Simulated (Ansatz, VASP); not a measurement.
## LiAl12: VASP beside Ansatz

```
CELL_PARAMETERS angstrom
5.63369 0.00000 0.00000
-2.81684 4.87892 0.00000
0.00000 0.00000 20.03217
ATOMIC_POSITIONS crystal
Al 0.33333 0.16667 0.19968
Al 0.33333 0.66667 0.19968
Al 0.83333 0.16667 0.19968
Al 0.83333 0.66667 0.19968
Al 0.16667 0.33333 0.31281
Al 0.16667 0.83333 0.31281
Al 0.66667 0.33333 0.31281
Al 0.66667 0.83333 0.31281
Al 0.00000 0.00000 0.42592
Al 0.00000 0.50000 0.42592
Al 0.50000 0.00000 0.42592
Al 0.50000 0.50000 0.42592
Li 0.16667 0.33333 0.53091
```

Alike in both runs: functional LDA; k mesh 6 × 6 × 1; occupations gaussian, width 0.1 eV; no spin polarisation.

Ansatz relaxed the structure, and its values are those at the end. VASP's run is a single point on that final structure, the one shown.

|  | VASP | Ansatz |
| --- | --- | --- |
| version | VASP 6.6.1 | Ansatz 0.2.0 |
| potentials or method | VASP PAW LDA potentials, release 64 (Al, Li_sv) | scalar-relativistic, plane waves, PAW |
| plane-wave cutoff (eV) | 520 | 420 |
| valence electrons in the cell | 39 | 39 |

|  | VASP | Ansatz | Ansatz less VASP |
| --- | --- | --- | --- |
| gap on the k mesh at the Fermi level (eV) | none | none | - |
| rms of the force components (eV/Å) | 0.074 | 0.073 | -0.0012 |
| work function, face that differs most (eV) | 2.34 | 2.37 | +0.033 |

A gap of «none» marks a metal or a gap that the smearing closes. Ansatz warned: «xc_potential_rough_in_thin_density».
